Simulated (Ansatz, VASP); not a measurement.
**SrMg: VASP beside Ansatz**

INCAR

```
SYSTEM = SrMg
PREC = Accurate
ENCUT = 520
EDIFF = 1E-8
ISMEAR = -1
SIGMA = 0.05
LREAL = .False.
LASPH = .True.
NELM = 100
ALGO = Normal
ISIF = 2
LWAVE = .False.
LCHARG = .False.
GGA = CA
LEFG = .True.
NBANDS = 13
```

KPOINTS

```
regular mesh
0
Gamma
  9 9 9
  0 0 0
```

Contents of POSCAR:

```
SrMg
1.0
    3.8869564243      0.0000000000      0.0000000000
    0.0000000000      3.8869564243      0.0000000000
    0.0000000000      0.0000000000      3.8869564243
Sr Mg
1 1
Direct
    0.5000000000      0.5000000000      0.5000000000
    0.0000000000      0.0000000000      0.0000000000
```

Input for Ansatz:

```yaml
crystal:
  lattice:
    - [3.8869564243, 0.0, 0.0]
    - [0.0, 3.8869564243, 0.0]
    - [0.0, 0.0, 3.8869564243]
  atoms:
    - { symbol: Sr, position: [0.5, 0.5, 0.5] }
    - { symbol: Mg, position: [0.0, 0.0, 0.0] }
kpoints:
  mp_grid: { grid: [9, 9, 9] }
scf:
  occupations: { method: fermi_dirac, width: 0.05 }
hamiltonian:
  xc: lda
  pseudopotentials: { kind: paw }
output:
  forces: true
  stress: true
  eigenvalues: true
  efg: { contact_densities: true }
```

Change from the starting cell: volume scaled by 0.99, PAW files.

Alike in both runs: task electric field gradients; functional LDA; k mesh 9 × 9 × 9; occupations fermi-dirac, width 0.05 eV; no spin polarisation.

```csv
,VASP,Ansatz
version,VASP 6.6.1,Ansatz 0.2.0
potentials or method,"VASP PAW LDA potentials, release 64 (Sr_sv, Mg)","PAW with Ansatz's default frozen-core files, scalar-relativistic"
plane-wave cutoff (eV),520,420
valence electrons in the cell,12,20
```

|  | VASP | Ansatz | Ansatz less VASP |
| --- | --- | --- | --- |
| pressure (GPa) | 3.6 | 3.8 | +0.14 |
| Vzz of the field gradient on the site that differs most (V/Å²) | 0.0 | 0.0 | 0.00 |

The two sets of potentials don't hold the same shells in valence. Ansatz warned: «gradients_without_spin_orbit».
